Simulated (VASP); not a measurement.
SrB3Pt, 5 atoms in the cell. The structure is cubic, space group Pm-3m (No. 221). Conventional cell: a = 4.541 Å, b = 4.541 Å, c = 4.541 Å, α = 90.00°, β = 90.00°, γ = 90.00°. Sr (site symmetry m-3m) is surrounded by 6 B at 2.27 Å. B (site symmetry 4/mmm) is surrounded by 2 Sr at 2.27 Å. Pt (site symmetry m-3m) is surrounded by 12 B at 3.21 Å. The cell was built by a generator and needn't be a form met in nature.

```yaml
Program: VASP 6.6.1
Task: single point
Functional: revPBE
Dispersion: D3
Potentials_or_basis: VASP PAW PBE potentials, release 64 (Sr_sv, B, Pt)
Cutoff: 520 eV
k_mesh: 6 × 6 × 6
Occupations: fermi-dirac, width 0.05 eV
Spin: collinear spin, ferromagnetic start
Starting_moments: "[0.5, 0.0, 0.0, 0.0, 0.0] μB"
Further_INCAR_settings: ALGO = Normal; EDIFF = 1.00e-06
```

Potentials or basis: VASP PAW PBE potentials, release 64 (Sr_sv, B, Pt).

Launch:

```bash
$ python run.py
```

Hardware: 1 thread of AMD EPYC 7R13 Processor (Zen 3), with other jobs on the host.

Task: How long does it take, and how much memory?

Result: Wall time 120 s on 1 thread of AMD EPYC 7R13 Processor (Zen 3), with other jobs on the host, peak memory 0.25 GiB. Counts: scf iterations 18, k points 20.
